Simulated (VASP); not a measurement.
# Ru16N in VASP: a series of runs

One slab, Ru16N, is run at these levels: PBE+D3(BJ), optB86b-vdW, rev-vdW-DF2; tasks: single point.

Everything below comes from runs of VASP 6.6.1. Logs are shortened: lines on timing, memory, paths and dates and some standing lists are left out, and cuts for length are marked.

## (1) The slab as given

The cell holds a slab with vacuum, 17 atoms: a = 5.400 Å, b = 5.400 Å, c = 22.915 Å, α = 90.00°, β = 90.00°, γ = 60.00°.

The cell was built by a generator and needn't be a form met in nature.

## (2) Single point, PBE+D3(BJ)

Contents of INCAR:

```
SYSTEM = Ru16N
  ALGO = Fast
  EDIFF = 1E-6
  ENCUT = 400
  GGA = PE
  ISIF = 2
  ISMEAR = 1
  ISYM = 0
  IVDW = 12
  KPAR = 4
  LASPH = .TRUE.
  LCHARG = .FALSE.
  LREAL = Auto
  LWAVE = .FALSE.
  NELM = 100
  PREC = Accurate
  SIGMA = 0.1
```

Contents of KPOINTS:

```
k-points
0
G
  6 6 1
  0 0 0
```

Contents of POSCAR:

```
Ru16N
1.0
    5.4000000000      0.0000000000      0.0000000000
    2.7000000000      4.6765371804      0.0000000000
    0.0000000000      0.0000000000     22.9152000000
Ru N
16 1
Direct
    0.8333000000      0.3333000000      0.1091000000
    0.3333000000      0.3333000000      0.1091000000
    0.8333000000      0.8333000000      0.1091000000
    0.3333000000      0.8333000000      0.1091000000
    0.0000000000      0.0000000000      0.2024000000
    0.5000000000      0.0000000000      0.2024000000
    0.0000000000      0.5000000000      0.2024000000
    0.5000000000      0.5000000000      0.2024000000
    0.8356000000      0.3323000000      0.2949000000
    0.3322000000      0.3322000000      0.2948000000
    0.8333000000      0.8333000000      0.2940000000
    0.3322000000      0.8356000000      0.2949000000
    0.9934000000      0.9933000000      0.3903000000
    0.5130000000      0.9936000000      0.3903000000
    0.9934000000      0.5132000000      0.3903000000
    0.5000000000      0.5001000000      0.3843000000
    0.1664000000      0.1666000000      0.4360000000
```

Potentials or basis: VASP PAW PBE potentials, release 64 (Ru_pv, N).

Started as:

```console
$ cat potpaw_PBE.64/Ru_pv/POTCAR potpaw_PBE.64/N/POTCAR > POTCAR
$ mpirun -np 4 vasp_std > vasp.out
```

OUTCAR:

```text
SYSTEM = Ru16N
   EDIFF = 1E-6
   ENCUT = 400
   GGA = PE
   ISIF = 2
   ISMEAR = 1
   ISYM = 0
   IVDW = 12
   LASPH = .TRUE.
   LREAL = Auto
   NELM = 100
   PREC = Accurate
 IVDW          = 12

 ion  position               nearest neighbor table
   1  0.833  0.333  0.109-   5 2.65   8 2.65   7 2.65   3 2.70   3 2.70   4 2.70   4 2.70   2 2.70
                             2 2.70
   2  0.333  0.333  0.109-   6 2.65   7 2.65   8 2.65   4 2.70   3 2.70   4 2.70   3 2.70   1 2.70
                             1 2.70
   3  0.833  0.833  0.109-   7 2.65   6 2.65   5 2.65   1 2.70   1 2.70   2 2.70   2 2.70   4 2.70
                             4 2.70
   4  0.333  0.833  0.109-   8 2.65   5 2.65   6 2.65   2 2.70   1 2.70   2 2.70   1 2.70   3 2.70
                             3 2.70
   5  0.000  0.000  0.202-  11 2.61  12 2.63   9 2.63   1 2.65   4 2.65   3 2.65   7 2.70   7 2.70
                             8 2.70   8 2.70   6 2.70   6 2.70
   6  0.500  0.000  0.202-  11 2.61  10 2.63  12 2.63   2 2.65   3 2.65   4 2.65   8 2.70   7 2.70
                             8 2.70   7 2.70   5 2.70   5 2.70
   7  0.000  0.500  0.202-  11 2.61  10 2.63   9 2.63   3 2.65   2 2.65   1 2.65   5 2.70   5 2.70
                             6 2.70   6 2.70   8 2.70   8 2.70
   8  0.500  0.500  0.202-  10 2.64  12 2.64   9 2.64   4 2.65   1 2.65   2 2.65   6 2.70   5 2.70
                             6 2.70   5 2.70   7 2.70   7 2.70
   9  0.836  0.332  0.295-  16 2.58   7 2.63   5 2.63   8 2.64  10 2.68  12 2.68  11 2.70  15 2.70
                            11 2.70  13 2.70  12 2.72  10 2.72
  10  0.332  0.332  0.295-  16 2.58   6 2.63   7 2.63   8 2.64   9 2.68  12 2.68  11 2.70  11 2.70
                            14 2.70  15 2.70  12 2.72   9 2.72
  11  0.833  0.833  0.294-   7 2.61   6 2.61   5 2.61  15 2.67  13 2.67  14 2.67   9 2.70  12 2.70
                            10 2.70  10 2.70  12 2.70   9 2.70
  12  0.332  0.836  0.295-  16 2.58   6 2.63   5 2.63   8 2.64  10 2.68   9 2.68  11 2.70  11 2.70
                            14 2.70  13 2.70   9 2.72  10 2.72
  13  0.993  0.993  0.390-  17 1.93  15 2.59  14 2.59  11 2.67  12 2.70   9 2.70  16 2.70  16 2.70
                            14 2.81  15 2.81
  14  0.513  0.994  0.390-  17 1.93  13 2.59  15 2.59  11 2.67  12 2.70  10 2.70  16 2.70  16 2.70
                            15 2.81  13 2.81
  15  0.993  0.513  0.390-  17 1.93  13 2.59  14 2.59  11 2.67   9 2.70  10 2.70  16 2.70  16 2.70
                            14 2.81  13 2.81
  16  0.500  0.500  0.384-  12 2.58   9 2.58  10 2.58  13 2.70  15 2.70  14 2.70  14 2.70  15 2.70
                            13 2.70
  17  0.166  0.167  0.436-  13 1.93  15 1.93  14 1.93

IMPORTANT INFORMATION: All symmetrisations will be switched off!
NOSYMM: (Re-)initialisation of all symmetry stuff for point group C_1.

----------------------------------------------------------------------------------------

                                     Primitive cell

  volume of cell :     578.6844

  direct lattice vectors                    reciprocal lattice vectors
     5.400000000  0.000000000  0.000000000     0.185185185 -0.106916717  0.000000000
[... 130 lines left out ...]
     AMIX     =   0.40;   BMIX     =  1.00
     AMIX_MAG =   1.60;   BMIX_MAG =  1.00
  volume/ion in A,a.u.               =      34.04       229.72
  Fermi-wavevector in a.u.,A,eV,Ry     =   1.201912  2.271285 19.654878  1.444593
  Thomas-Fermi vector in A             =   2.337708
   LORBIT       =      0    0 simple, 1 ext, 2 COOP (PROOUT), +10 PAW based schemes
   GGA     = PE    functional components
   LHFCALC =     F    Hartree Fock is set to
   AEXX    =    0.0000 exact exchange contribution
   IVDW    =    12    specifies the selected vdW correction
   LEPSILON=     F    determine dielectric tensor
   LRPA    =     F    only Hartree local field effects (RPA)
 non-spin polarized calculation
 RMM-DIIS sequential band-by-band and
 Methfessel and Paxton  Order N= 1 SIGMA  =   0.10
  energy-cutoff  :      400.00
  volume of cell :      578.68
 maximum number of plane-waves:     10544
   NGX = 17   NGY = 17   NGZ = 75

 number of electron     228.9999944 magnetization

 Free energy of the ion-electron system (eV)
  ---------------------------------------------------
  ext. energy  EPLUGINS =         0.00000000
  ---------------------------------------------------
  free energy    TOTEN  =      -147.92388707 eV

  energy without entropy =     -147.91374674  energy(sigma->0) =     -147.92050696

 E-fermi :   1.7831     XC(G=0):  -6.2742

 val. band max:        1.7812725693   @ k =   0.0000   0.0000   0.0000
 cond. band min:       1.8204979108   @ k =   0.1667   0.1667   0.0000
 fundamental gap:      0.0392253416
 Fermi energy:         1.7831078219

 k-point     1 :       0.0000    0.0000    0.0000
  band No.  band energies     occupation
      1     -41.9773      2.00000
      2     -41.9327      2.00000
      3     -41.9088      2.00000
      4     -41.9082      2.00000
      5     -41.8736      2.00000
      6     -41.8402      2.00000
[... 2569 lines left out ...]
    125       2.4836     -0.00000
    126       2.5152     -0.00000
 [bands above 126 left out]

------------------------ aborting loop because EDIFF is reached ----------------------------------------

 Edisp (eV)   -7.56105

 E8    (eV) :    -3.5518

  FORCE on cell =-STRESS in cart. coord.  units (eV):
  Direction    XX          YY          ZZ          XY          YZ          ZX
  --------------------------------------------------------------------------------------
  -------------------------------------------------------------------------------------
  Total     -11.23202   -11.22937    -7.60201     0.00553    -0.00462     0.00571
  in kB     -31.09758   -31.09025   -21.04734     0.01530    -0.01280     0.01582
  external pressure =      -27.75 kB  Pullay stress =        0.00 kB

 VOLUME and BASIS-vectors are now :
 -----------------------------------------------------------------------------
  energy-cutoff  :      400.00
  volume of cell :      578.68
      direct lattice vectors                 reciprocal lattice vectors
     5.400000000  0.000000000  0.000000000     0.185185185 -0.106916717  0.000000000
     2.700000000  4.676537180  0.000000000     0.000000000  0.213833433  0.000000000
     0.000000000  0.000000000 22.915200000     0.000000000  0.000000000  0.043639157

 POSITION                                       TOTAL-FORCE (eV/Angst)
 -----------------------------------------------------------------------------------
      5.39973      1.55869      2.50005         0.023233     -0.013028      0.739855
      2.69973      1.55869      2.50005        -0.020830     -0.012015      0.739941
      6.74973      3.89696      2.50005         0.001153      0.000679      0.466795
      4.04973      3.89696      2.50005         0.000564      0.026308      0.739990
      0.00000      0.00000      4.63804        -0.069751     -0.038952     -0.673803
      2.70000      0.00000      4.63804         0.066608     -0.045422     -0.680956
[... 9 lines left out ...]
      4.05027      2.33874      8.80631        -0.003745     -0.003957      0.016378
      1.34838      0.77911      9.99103         0.007409      0.003940      0.056096
 -----------------------------------------------------------------------------------
    total drift:                               -0.000108      0.000625      0.011822

  FREE ENERGIE OF THE ION-ELECTRON SYSTEM (eV)
  ---------------------------------------------------
  free  energy   TOTEN  =      -155.4849324004 eV

  energy  without entropy=     -155.4747920747  energy(sigma->0) =     -155.48155229
```

OSZICAR:

```text
N       E                     dE             d eps       ncg     rms          rms(c)
DAV:   1     0.208309203850E+04    0.20831E+04   -0.12988E+05  7224   0.131E+03
DAV:   2    -0.712577687489E+02   -0.21543E+04   -0.20747E+04  5848   0.430E+02
DAV:   3    -0.156906095999E+03   -0.85648E+02   -0.81164E+02  7448   0.761E+01
[... 30 lines left out ...]
RMM:  34    -0.147923877783E+03   -0.13103E-04   -0.57835E-07  2747   0.981E-04    0.769E-04
RMM:  35    -0.147923881733E+03   -0.39497E-05   -0.22101E-07  1786   0.722E-04    0.431E-04
RMM:  36    -0.147923885553E+03   -0.38195E-05   -0.27876E-07  1932   0.765E-04    0.196E-04
RMM:  37    -0.147923886832E+03   -0.12795E-05   -0.13454E-07  1517   0.657E-04    0.123E-04
RMM:  38    -0.147923887069E+03   -0.23646E-06   -0.41344E-08  1135   0.572E-04
   1 F= -.15548493E+03 E0= -.15548155E+03  d E =-.101403E-01
```

stdout:

```text
POSCAR found type information on POSCAR RuN
 POSCAR found :  2 types and      17 ions
 scaLAPACK will be used
 LDA part: xc-table for (Slater+PW92), standard interpolation
 POSCAR, INCAR and KPOINTS ok, starting setup
 FFT: planning ... GRIDC
 FFT: planning ... GRID_SOFT
 FFT: planning ... GRID
 WAVECAR not read
 entering main loop
```

Run time: 9.6 min. Hardware: 4 MPI ranks of Intel Xeon 6975P-C (Granite Rapids), shared host; peak memory 0.9 GiB.

Results:

```
Free energy                : -155.4849 eV
Largest force              : 0.740 eV/Å
Band gap on the k mesh     : none (metal or under the smearing width)
Dispersion energy per atom : -0.445 eV
```

Forces on the atoms (eV/Å):
```
Ru   0.023 -0.013  0.740
Ru  -0.021 -0.012  0.740
Ru   0.001  0.001  0.467
Ru   0.001  0.026  0.740
Ru  -0.070 -0.039 -0.674
Ru   0.067 -0.045 -0.681
Ru  -0.005  0.081 -0.681
Ru   0.004  0.002 -0.648
Ru  -0.010 -0.003 -0.025
Ru   0.009  0.006  0.012
Ru   0.002  0.003  0.010
Ru  -0.001 -0.006 -0.024
Ru  -0.036 -0.018 -0.016
Ru   0.035 -0.021 -0.017
Ru  -0.002  0.038 -0.014
Ru  -0.004 -0.004  0.016
N    0.007  0.004  0.056
```

Levels at points of the mesh, in eV from the Fermi level:
```csv
k point,band 113,band 114,band 115,band 116,band 117,band 118
"(0.00, 0.00, 0.00)",0.53,0.75,0.89,0.89,1.05,1.05
"(0.50, 0.00, 0.00)",-0.60,-0.39,-0.33,-0.31,-0.13,-0.11
"(0.50, 0.50, 0.00)",-0.60,-0.39,-0.33,-0.31,-0.13,-0.11
"(0.00, 0.50, 0.00)",-0.60,-0.39,-0.33,-0.31,-0.13,-0.11
```

Caveat: the cutoff is under 1.25 times the usual one of these potentials, so pressure, stress and relaxed cells hold a basis-set (Pulay) error.

## (3) Single point, optB86b-vdW

Contents of INCAR:

```
SYSTEM = Ru16N
  AGGAC = 0.0
  ALGO = Fast
  EDIFF = 1E-6
  ENCUT = 400
  GGA = MK
  ISIF = 2
  ISMEAR = 1
  ISYM = 0
  KPAR = 4
  LASPH = .TRUE.
  LCHARG = .FALSE.
  LREAL = Auto
  LUSE_VDW = .TRUE.
  LWAVE = .FALSE.
  NELM = 100
  PARAM1 = 0.1234
  PARAM2 = 1.0
  PREC = Accurate
  SIGMA = 0.1
```

KPOINTS is that of step 2.

POSCAR is that of step 2.

Potentials or basis: VASP PAW PBE potentials, release 64 (Ru_pv, N).

Started as:

```console
$ cat potpaw_PBE.64/Ru_pv/POTCAR potpaw_PBE.64/N/POTCAR > POTCAR
$ mpirun -np 4 vasp_std > vasp.out
```

OUTCAR:

```text
SYSTEM = Ru16N
   EDIFF = 1E-6
   ENCUT = 400
   GGA = MK
   ISIF = 2
   ISMEAR = 1
   ISYM = 0
   LASPH = .TRUE.
   LREAL = Auto
   NELM = 100
   PREC = Accurate

 ion  position               nearest neighbor table
   1  0.833  0.333  0.109-   5 2.65   8 2.65   7 2.65   3 2.70   3 2.70   4 2.70   4 2.70   2 2.70
                             2 2.70
   2  0.333  0.333  0.109-   6 2.65   7 2.65   8 2.65   4 2.70   3 2.70   4 2.70   3 2.70   1 2.70
                             1 2.70
   3  0.833  0.833  0.109-   7 2.65   6 2.65   5 2.65   1 2.70   1 2.70   2 2.70   2 2.70   4 2.70
                             4 2.70
   4  0.333  0.833  0.109-   8 2.65   5 2.65   6 2.65   2 2.70   1 2.70   2 2.70   1 2.70   3 2.70
                             3 2.70
   5  0.000  0.000  0.202-  11 2.61  12 2.63   9 2.63   1 2.65   4 2.65   3 2.65   7 2.70   7 2.70
                             8 2.70   8 2.70   6 2.70   6 2.70
   6  0.500  0.000  0.202-  11 2.61  10 2.63  12 2.63   2 2.65   3 2.65   4 2.65   8 2.70   7 2.70
                             8 2.70   7 2.70   5 2.70   5 2.70
   7  0.000  0.500  0.202-  11 2.61  10 2.63   9 2.63   3 2.65   2 2.65   1 2.65   5 2.70   5 2.70
                             6 2.70   6 2.70   8 2.70   8 2.70
   8  0.500  0.500  0.202-  10 2.64  12 2.64   9 2.64   4 2.65   1 2.65   2 2.65   6 2.70   5 2.70
                             6 2.70   5 2.70   7 2.70   7 2.70
[... 2777 lines left out ...]
    126       2.3467     -0.00000
 [bands above 126 left out]

------------------------ aborting loop because EDIFF is reached ----------------------------------------

  FORCE on cell =-STRESS in cart. coord.  units (eV):
  Direction    XX          YY          ZZ          XY          YZ          ZX
  --------------------------------------------------------------------------------------
  -------------------------------------------------------------------------------------
  Total       -9.8945892     -9.8920264     -7.2382130      0.0058298     -0.0046207      0.0058433
  in kB      -27.3946999    -27.3876045    -20.0401118      0.0161407     -0.0127932      0.0161781
  external PRESSURE =     -24.9408054 kB  Pullay stress =       0.0000000 kB

 VOLUME and BASIS-vectors are now :
 -----------------------------------------------------------------------------
  energy-cutoff  :      400.00
  volume of cell :      578.68
      direct lattice vectors                 reciprocal lattice vectors
     5.400000000  0.000000000  0.000000000     0.185185185 -0.106916717  0.000000000
     2.700000000  4.676537180  0.000000000     0.000000000  0.213833433  0.000000000
     0.000000000  0.000000000 22.915200000     0.000000000  0.000000000  0.043639157

 POSITION                                       TOTAL-FORCE (eV/Angst)
 -----------------------------------------------------------------------------------
      5.39973      1.55869      2.50005         0.020244     -0.011268      0.757733
      2.69973      1.55869      2.50005        -0.017834     -0.010290      0.757845
      6.74973      3.89696      2.50005         0.001120      0.000673      0.485483
      4.04973      3.89696      2.50005         0.000602      0.022841      0.757872
      0.00000      0.00000      4.63804        -0.068219     -0.038097     -0.739595
      2.70000      0.00000      4.63804         0.065101     -0.044531     -0.746755
[... 9 lines left out ...]
      4.05027      2.33874      8.80631        -0.003741     -0.003903      0.019125
      1.34838      0.77911      9.99103         0.007431      0.004012      0.061437
 -----------------------------------------------------------------------------------
    total drift:                               -0.000165      0.000591      0.014755

  FREE ENERGIE OF THE ION-ELECTRON SYSTEM (eV)
  ---------------------------------------------------
  free  energy   TOTEN  =       -99.5609790767 eV

  energy  without entropy=      -99.5507964444  energy(sigma->0) =      -99.55758487

Total vdW correction in eV:     32.3092117
```

stdout:

```text
POSCAR found type information on POSCAR RuN
 POSCAR found :  2 types and      17 ions
 scaLAPACK will be used
 -----------------------------------------------------------------------------
|                                                                             |
|                                                                             |
|     You have switched on vdW-DFT.                                           |
[... 16 lines left out ...]
 -----------------------------------------------------------------------------

 LDA part: xc-table for (Slater+PW92), standard interpolation
 POSCAR, INCAR and KPOINTS ok, starting setup
 FFT: planning ... GRIDC
 FFT: planning ... GRID_SOFT
 FFT: planning ... GRID
 WAVECAR not read
 entering main loop
```

It took 15 min on 4 MPI ranks of Intel Xeon 6975P-C (Granite Rapids), shared host; peak memory 1.8 GiB.

What came out:

| Property | Result |
| --- | --- |
| Free energy | -99.5610 eV |
| Largest force | 0.758 eV/Å |
| Band gap on the k mesh | none (metal or under the smearing width) |

Forces in eV/Å, atoms in the order of the input:
```
Ru   0.020 -0.011  0.758
Ru  -0.018 -0.010  0.758
Ru   0.001  0.001  0.485
Ru   0.001  0.023  0.758
Ru  -0.068 -0.038 -0.740
Ru   0.065 -0.045 -0.747
Ru  -0.005  0.079 -0.747
Ru   0.004  0.002 -0.714
Ru  -0.013 -0.002  0.034
Ru   0.012  0.008  0.070
Ru   0.002  0.003  0.075
Ru  -0.001 -0.009  0.034
Ru  -0.077 -0.042 -0.035
Ru   0.076 -0.045 -0.036
Ru  -0.001  0.085 -0.034
Ru  -0.004 -0.004  0.019
N    0.007  0.004  0.061
```

Caveat: the cutoff is under 1.25 times the usual one of these potentials, so pressure, stress and relaxed cells hold a basis-set (Pulay) error; the PAW data sets were made with another functional, which shifts forces and pressure a little.

(Continued in part 2 of 2.)
